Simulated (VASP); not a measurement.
VASP ran on this input.

File POSCAR:
```
TiAl
1
    2.8350113072     0.0000000000     0.0000000000
    0.0000000000     2.8350113072     0.0000000000
    0.0000000000     0.0000000000     4.0795381474
Ti Al
1 1
Direct
  0.0000000000   0.0000000000   0.0000000000
  0.5000000000   0.5000000000   0.5000000000
```

INCAR:
```
# general
SYSTEM  =TiAl
PREC    =Accurate
ENCUT   =520
LREAL   =.False.
LASPH   =.True.

# electronic loop
EDIFF   =1E-7
NELM    =100
ALGO    =Normal
LMAXMIX =4

# smearing
ISMEAR  =1
SIGMA   =0.1

# functional
GGA     =CX
LUSE_VDW=.True.
AGGAC   =0.0

# ions
IBRION  =2
NSW     =30
ISIF    =4
EDIFFG  =-0.01

# output
LWAVE   =.False.
LCHARG  =.False.
```

### KPOINTS
```
Automatic mesh
0
Gamma
13 13 9
0 0 0
```

POTCAR, in this order: Ti_sv Al (PBE.64 set). Program: vasp_std.

Q: Translate this vdW-DF-cx calculation to Quantum ESPRESSO's pw.x.

A: One equivalent input (not run):
```
&CONTROL
  calculation = 'vc-relax'
  pseudo_dir = './pseudo'
  outdir = './out'
  tprnfor = .true.
  tstress = .true.
  nstep = 30
  forc_conv_thr = 0.00039
/
&SYSTEM
  ibrav = 0
  nat = 2
  ntyp = 2
  ecutwfc = 84
  occupations = 'smearing'
  smearing = 'methfessel-paxton'
  degauss = 0.00735
  input_dft = 'vdw-df-cx'
/
&ELECTRONS
  conv_thr = 7.3e-09
  electron_maxstep = 100
/
&IONS
/
&CELL
  cell_dofree = 'shape'
/
ATOMIC_SPECIES
  Ti 47.867 Ti.upf
  Al 26.982 Al.upf
CELL_PARAMETERS angstrom
     2.8350113    0.0000000    0.0000000
     0.0000000    2.8350113    0.0000000
     0.0000000    0.0000000    4.0795381
ATOMIC_POSITIONS crystal
  Ti   0.0000000  0.0000000  0.0000000
  Al   0.5000000  0.5000000  0.5000000
K_POINTS automatic
  13 13 9 0 0 0
```
What does not carry over: the potentials are each code's own (VASP's PAW set, PseudoDojo norm-conserving files in pw.x), so ENCUT and ecutwfc are chosen apart and not converted; conv_thr bounds pw.x's estimated SCF error, while EDIFF bounds the energy change between steps; forc_conv_thr acts on force components and is met together with etot_conv_thr.

The compound is TiAl in the L1_0 structure. This cell is one point of a volume scan, at 1.03 of the reference volume. Symmetry was kept, so distortions that lower it aren't found.
